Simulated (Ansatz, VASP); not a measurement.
# Cross-check of AlIn2N3 between VASP and Ansatz

Wanted: the spread between two codes on one cell, functional and k mesh. The cell is taken from a series of runs on this material, whose earlier steps may have relaxed, scaled, displaced or heated it; both programs get it as it stands.

Program: Ansatz 0.2.0. Level of theory: plane waves, with VASP 6.6.1 beside it; G0W0 gap at PBE, DFT+U. Results are calculated unless marked as measured.

### 1. Starting point

The structure is orthorhombic, space group Cmc2_1 (No. 36). The conventional cell has a = 10.296 Å, b = 5.926 Å, c = 5.500 Å, α = 90.00°, β = 90.00°, γ = 90.00°. Al has 4 N at 1.90 to 1.92 Å nearest. In has 4 N at 2.18 to 2.20 Å nearest. Nearest to N lie 1 Al at 1.90 Å and 3 In at 2.18 to 2.20 Å. Nearest to N lie 2 Al at 1.91 to 1.92 Å and 2 In at 2.19 Å. Farther neighbours and most contacts between anions are not listed.

Structure file:

```xyz
12
Lattice="5.1481 -2.9629 0.0000 5.1481 2.9629 0.0000 0.0000 0.0000 5.5000" Properties=species:S:1:pos:R:3 pbc="T T T"
Al    5.1481    0.9408    5.4407
Al    5.1481   -0.9408    2.6907
In    6.8146   -1.9344    5.4292
In    3.4816   -1.9344    5.4292
In    3.4816    1.9344    2.6792
In    6.8146    1.9344    2.6792
N     6.7019   -1.8841    2.1210
N     3.5943   -1.8841    2.1210
N     3.5943    1.8841    4.8710
N     6.7019    1.8841    4.8710
N     5.1481    0.7784    1.8550
N     5.1481   -0.7784    4.6050
```

### 2. VASP: G0W0 gap, PBE, DFT+U

Quasiparticle shifts depend on high empty states and on the cores, so they are the hardest test of two PAW sets.

Lines of VASP's logs that name or quote its potential files are left out, and so is its time.

The run reads the wave functions of an earlier VASP run, which isn't shown here.

The input, INCAR:

```
SYSTEM = AlIn2N3
PREC = Accurate
ENCUT = 450
ISMEAR = 0
SIGMA = 0.01
LREAL = .FALSE.
GGA = PE
NBANDS = 744
LASPH = .TRUE.
ALGO = EVGW0
NELMGW = 1
ENCUTGW = 150
NOMEGA = 64
PRECFOCK = Fast
NBANDSGW = 56
LWAVE = .FALSE.
LCHARG = .FALSE.
```

The input, POSCAR:

```
AlIn2N3
1.0
    5.1481021059     -2.9628729689      0.0000000000
    5.1481021059      2.9628729689      0.0000000000
    0.0000000000      0.0000000000      5.5000380000
Al In N
2 4 6
Direct
    0.3412430000      0.6587570000      0.9892180000
    0.6587570000      0.3412430000      0.4892180000
    0.9882950000      0.3354130000      0.9871210000
    0.6645870000      0.0117050000      0.9871210000
    0.0117050000      0.6645870000      0.4871210000
    0.3354130000      0.9882950000      0.4871210000
    0.9688550000      0.3329590000      0.3856370000
    0.6670410000      0.0311450000      0.3856370000
    0.0311450000      0.6670410000      0.8856370000
    0.3329590000      0.9688550000      0.8856370000
    0.3686430000      0.6313570000      0.3372660000
    0.6313570000      0.3686430000      0.8372660000
```

The input, KPOINTS:

```
Automatic mesh
0
Gamma
3 3 2
0 0 0
```

PAW data sets: Al_GW, In_d_GW and N_GW (PBE family, release 64).

On the command line:

```sh
$ mpirun -np 8 vasp_std
```

Numbers of over 12 decimals in the logs are rounded to 6 here.

The log of the run:

```text
[banner, memory and clock lines left out]
running    8 mpi-ranks, on    1 nodes
 distrk:  each k-point on    8 cores,    1 groups
 distr:  one band on    1 cores,    8 groups

 POSCAR found type information on POSCAR AlInN
 POSCAR found :  3 types and      12 ions
|                                                                             |
|           W    W    AA    RRRRR   N    N  II  N    N   GGGG   !!!           |
|           W    W   A  A   R    R  NN   N  II  NN   N  G    G  !!!           |
|           W    W  A    A  R    R  N N  N  II  N N  N  G       !!!           |
|           W WW W  AAAAAA  RRRRR   N  N N  II  N  N N  G  GGG   !            |
|           WW  WW  A    A  R   R   N   NN  II  N   NN  G    G                |
|           W    W  A    A  R    R  N    N  II  N    N   GGGG   !!!           |
|                                                                             |
|     For optimal performance we recommend to set                             |
|       NCORE = 2 up to number-of-cores-per-socket                            |
|     NCORE specifies how many cores store one orbital (NPAR=cpu/NCORE).      |
|     This setting can greatly improve the performance of VASP for DFT.       |
|     The default, NCORE=1 might be grossly inefficient on modern             |
|     multi-core architectures or massively parallel machines. Do your        |
|     Unfortunately you need to use the default for GW and RPA                |
|     calculations (for HF NCORE is supported but not extensively tested      |
|     yet).                                                                   |
|                                                                             |

|                                                                             |
|           W    W    AA    RRRRR   N    N  II  N    N   GGGG   !!!           |
|           W    W   A  A   R    R  NN   N  II  NN   N  G    G  !!!           |
|           W    W  A    A  R    R  N N  N  II  N N  N  G       !!!           |
|           W WW W  AAAAAA  RRRRR   N  N N  II  N  N N  G  GGG   !            |
|           WW  WW  A    A  R   R   N   NN  II  N   NN  G    G                |
|           W    W  A    A  R    R  N    N  II  N    N   GGGG   !!!           |
|                                                                             |
|     The default for ENCUTGWSOFT is different in this version of VASP.       |
|     please manually set ENCUTGWSOFT =150 in the INCAR file.                 |
|                                                                             |

 LDA part: xc-table for (Slater+PW92), standard interpolation
 found WAVECAR, reading the header
 POSCAR, INCAR and KPOINTS ok, starting setup
 FFT: planning ... GRIDC
 FFT: planning ... GRID_SOFT
 FFT: planning ... GRID
 reading WAVECAR
 the WAVECAR file was read successfully
 initial charge from wavefunction
 available memory per node:    134.23 GB, setting MAXMEM to    137446

 The Fermi energy was updated, please check that it is located mid-gap
 values below the HOMO (VB) or above the LUMO (CB) will cause erroneous energies
 E-fermi :   4.8259

 calculate exact exchange contribution
 the WAVEDER file was read successfully
energies w=
    0.000    0.000    0.438    0.000    0.876    0.000    1.311    0.000
    1.744    0.000    2.173    0.000    2.597    0.000    3.017    0.000
    3.431    0.000    3.840    0.000    4.243    0.000    4.641    0.000
    5.033    0.000    5.420    0.000    5.801    0.000    6.179    0.000
    6.553    0.000    6.923    0.000    7.290    0.000    7.656    0.000
    8.020    0.000    8.383    0.000    8.747    0.000    9.111    0.000
    9.478    0.000    9.848    0.000   10.221    0.000   10.600    0.000
   10.985    0.000   11.377    0.000   11.778    0.000   12.189    0.000
   12.612    0.000   13.049    0.000   13.501    0.000   13.972    0.000
   14.463    0.000   14.978    0.000   15.519    0.000   16.091    0.000
   16.697    0.000   17.343    0.000   18.035    0.000   18.780    0.000
   19.587    0.000   20.464    0.000   21.425    0.000   22.484    0.000
   23.660    0.000   24.975    0.000   26.459    0.000   28.149    0.000
   30.092    0.000   32.354    0.000   35.021    0.000   38.216    0.000
   42.111    0.000   46.966    0.000   53.181    0.000   61.413    0.000
   72.820    0.000   89.650    0.000  116.914    0.000  168.536    0.000
 responsefunction array rank=     736
 LDA part: xc-table for (Slater+PW92), standard interpolation

 min. memory requirement per mpi rank    910.6 MB, per node   7285.1 MB

 allocating   8 responsefunctions rank=   736
 shmem allocating  64 responsefunctions rank=   736
 response function shared by NCSHMEM nodes    1
 Doing            8  frequencies on each core in blocks of           64
NQ=   1    0.0000    0.0000    0.0000,
|.........|.........|.........|.........|.........|.........|.........|.........
 performed       1775000 updates of chi_q(r,r)
 total number of BLAS operations       6742.65 Gflops
NQ=   2    0.3333    0.0000    0.0000,
|.........|.........|.........|.........|.........|.........|.........|.........
 performed       4383000 updates of chi_q(r,r)
 total number of BLAS operations      16910.42 Gflops
NQ=   3    0.3333    0.3333    0.0000,
|.........|.........|.........|.........|.........|.........|.........|.........
 performed       6658000 updates of chi_q(r,r)
 total number of BLAS operations      25829.95 Gflops
NQ=   4   -0.3333    0.3333    0.0000,
|.........|.........|.........|.........|.........|.........|.........|.........
 performed       8766000 updates of chi_q(r,r)
 total number of BLAS operations      34819.92 Gflops
NQ=   5    0.0000    0.0000    0.5000,
|.........|.........|.........|.........|.........|.........|.........|.........
 performed      10541000 updates of chi_q(r,r)
 total number of BLAS operations      41195.82 Gflops
NQ=   6    0.3333    0.0000    0.5000,
|.........|.........|.........|.........|.........|.........|.........|.........
 performed      13149000 updates of chi_q(r,r)
 total number of BLAS operations      51363.59 Gflops
NQ=   7    0.3333    0.3333    0.5000,
|.........|.........|.........|.........|.........|.........|.........|.........
 performed      15424000 updates of chi_q(r,r)
 total number of BLAS operations      60232.23 Gflops
NQ=   8   -0.3333    0.3333    0.5000,
|.........|.........|.........|.........|.........|.........|.........|.........
 performed      17532000 updates of chi_q(r,r)
 total number of BLAS operations      68171.13 Gflops
 resolving degeneracies of screened two electron integrals

 calculate QP shifts <psi_nk| G(iteration)W_0 |psi_nk>: iteration 1
 entering main loop
```

From OUTCAR (step 2):

```text
ion  position               nearest neighbor table
   1  0.341  0.659  0.989-   9 1.90  10 1.90  12 1.91  11 1.92
   2  0.659  0.341  0.489-   7 1.90   8 1.90  11 1.91  12 1.92
   3  0.988  0.335  0.987-   9 2.18  10 2.18  12 2.19   7 2.20
   4  0.665  0.012  0.987-  10 2.18   9 2.18  12 2.19   8 2.20
   5  0.012  0.665  0.487-   7 2.18   8 2.18  11 2.19   9 2.20
   6  0.335  0.988  0.487-   8 2.18   7 2.18  11 2.19  10 2.20
   7  0.969  0.333  0.386-   2 1.90   5 2.18   6 2.18   3 2.20
   8  0.667  0.031  0.386-   2 1.90   6 2.18   5 2.18   4 2.20
   9  0.031  0.667  0.886-   1 1.90   3 2.18   4 2.18   5 2.20
  10  0.333  0.969  0.886-   1 1.90   4 2.18   3 2.18   6 2.20
  11  0.369  0.631  0.337-   2 1.91   1 1.92   5 2.19   6 2.19
  12  0.631  0.369  0.837-   1 1.91   2 1.92   3 2.19   4 2.19

  LATTYP: Found a base centered orthorhombic cell.
 ALAT       =     5.9257459378
 B/A-ratio  =     1.7375372350
 C/A-ratio  =     0.9281596035

 Subroutine GETGRP returns: Found  4 space group operations
 (whereof  2 operations were pure point group operations)

The static configuration has the point symmetry C_1h.
 The point group associated with its full space group is C_2v.

 Found      8 irreducible k-points:

   k-points           NKPTS =      8   k-points in BZ     NKDIM =     18   number of bands    NBANDS=    744

   dimension x,y,z NGX =    42 NGY =   42 NGZ =   40
   dimension x,y,z NGXF=    84 NGYF=   84 NGZF=   80

   ENCUT  =  450.0 eV  33.07 Ry    5.75 a.u.  10.27 10.27  9.51*2*pi/ulx,y,z

   NELECT =      88.0000    total number of electrons

  energy-cutoff  :      450.00
  volume of cell :      167.79
      direct lattice vectors                 reciprocal lattice vectors
     5.148102106 -2.962872969  0.000000000     0.097123171 -0.168755126  0.000000000
     5.148102106  2.962872969  0.000000000     0.097123171  0.168755126  0.000000000
     0.000000000  0.000000000  5.500038000     0.000000000  0.000000000  0.181816926

 k-points in reciprocal lattice and weights: Automatic mesh
   0.00000000  0.00000000  0.00000000       0.056
   0.33333333  0.00000000  0.00000000       0.222
   0.33333333  0.33333333  0.00000000       0.111
  -0.33333333  0.33333333  0.00000000       0.111
   0.00000000  0.00000000  0.50000000       0.056
   0.33333333  0.00000000  0.50000000       0.222
   0.33333333  0.33333333  0.50000000       0.111
  -0.33333333  0.33333333  0.50000000       0.111

 E-fermi :   4.8259

 QP shifts <psi_nk| G(iteration)W_0 |psi_nk>: iteration 1
 for sc-GW calculations column KS-energies equals QP-energies in previous step
 and V_xc(KS)=  KS-energies - (<T + V_ion + V_H > + <T+V_H+V_ion>^1  + <V_x>^1)
 k-point   1 :       0.0000    0.0000    0.0000
  band No.  KS-energies  QP-energies   sigma(KS)   V_xc(KS)     V^pw_x(r,r')   Z            occupation Imag(sigma)
    ...
     41       3.7329       3.4403     -16.7262     -16.3191     -19.6100       0.7187       2.0000       0.0881
     42       4.2477       4.0712     -17.2223     -16.9769     -20.1041       0.7193       2.0000       0.0874
     43       4.2477       4.0712     -17.2223     -16.9769     -20.1041       0.7193       2.0000       0.0874
     44       4.2514       4.0970     -17.1813     -16.9672     -19.9766       0.7213       2.0000       0.0861
     45       5.4003       5.6961     -12.3258     -12.7172      -9.0921       0.7557       0.0000      -0.0377
     46       7.9032       8.3585     -11.5458     -12.1429      -7.2953       0.7625       0.0000      -0.0257
     47       9.2133       9.7674      -9.5472     -10.2703      -5.2240       0.7662       0.0000      -0.0461
     48       9.4586      10.0929      -9.0611      -9.8851      -4.6970       0.7698       0.0000      -0.0465
    ...

 k-point   2 :       0.3333    0.0000    0.0000
  band No.  KS-energies  QP-energies   sigma(KS)   V_xc(KS)     V^pw_x(r,r')   Z            occupation Imag(sigma)
    ...
     41       3.2703       2.8691     -16.2403     -15.6779     -19.1839       0.7135       2.0000       0.0899
     42       3.6002       3.2703     -16.3775     -15.9173     -19.2087       0.7168       2.0000       0.0880
     43       3.9660       3.7337     -16.9291     -16.6058     -19.8005       0.7186       2.0000       0.0869
     44       4.0163       3.7402     -16.9814     -16.5964     -19.9530       0.7171       2.0000       0.0867
     45       7.1171       7.5504     -13.4728     -14.0564     -10.0952       0.7425       0.0000      -0.0358
     46       8.8628       9.4649     -13.0010     -13.8160      -8.7433       0.7388       0.0000      -0.0376
     47       9.0004       9.6375     -12.7842     -13.6441      -8.4193       0.7409       0.0000      -0.0323
     48       9.5008      10.1971     -11.1306     -12.0537      -6.7104       0.7544       0.0000      -0.0364
    ...

 k-point   3 :       0.3333    0.3333    0.0000
  band No.  KS-energies  QP-energies   sigma(KS)   V_xc(KS)     V^pw_x(r,r')   Z            occupation Imag(sigma)
    ...
     41       3.4413       3.0483     -16.3734     -15.8240     -19.2814       0.7153       2.0000       0.0867
     42       3.4445       3.0659     -16.4863     -15.9566     -19.4673       0.7149       2.0000       0.0889
     43       3.9949       3.7696     -16.9053     -16.5920     -19.7547       0.7189       2.0000       0.0864
     44       4.0443       3.7780     -16.9642     -16.5931     -19.9125       0.7178       2.0000       0.0868
     45       7.1019       7.5374     -13.4131     -13.9988     -10.0355       0.7437       0.0000      -0.0358
     46       8.8235       9.4084     -12.6958     -13.4817      -8.3597       0.7442       0.0000      -0.0307
     47       8.9524       9.6000     -12.8308     -13.7051      -8.5560       0.7406       0.0000      -0.0385
     48       9.2745       9.8985     -11.8088     -12.6432      -7.4226       0.7479       0.0000      -0.0374
    ...

 k-point   4 :      -0.3333    0.3333    0.0000
  band No.  KS-energies  QP-energies   sigma(KS)   V_xc(KS)     V^pw_x(r,r')   Z            occupation Imag(sigma)
    ...
     41       3.5637       3.2267     -16.2673     -15.7954     -19.1325       0.7141       2.0000       0.0877
     42       3.6456       3.2931     -16.8377     -16.3449     -19.9099       0.7153       2.0000       0.0860
     43       3.8507       3.5536     -16.8159     -16.4020     -19.7060       0.7178       2.0000       0.0870
     44       4.1506       3.9733     -16.9746     -16.7282     -19.7183       0.7199       2.0000       0.0883
     45       8.1326       8.6815     -13.2548     -13.9960      -9.2778       0.7405       0.0000      -0.0364
     46       8.1819       8.7227     -12.9384     -13.6663      -8.9035       0.7432       0.0000      -0.0367
     47       8.4537       8.9365     -11.9567     -12.6008      -7.8336       0.7495       0.0000      -0.0433
     48       9.4082      10.0042     -11.4538     -12.2431      -6.8689       0.7553       0.0000      -0.0251
    ...

[... 4 further parts left out ...]
```

[end of part 1 of 2]

[Lines on the potential files, build, host, timing and source positions are cut from VASP's logs without a mark.]

[Logs are printed without paths, hosts, clocks, repeated set-up lines and the standing remarks that a program may print on its own settings, such as how far it seeks lower states.]

[Hosts, paths, dates, database ids (printed as entryN), source tags and the programs' standing remarks are cut or masked in the printed files.]
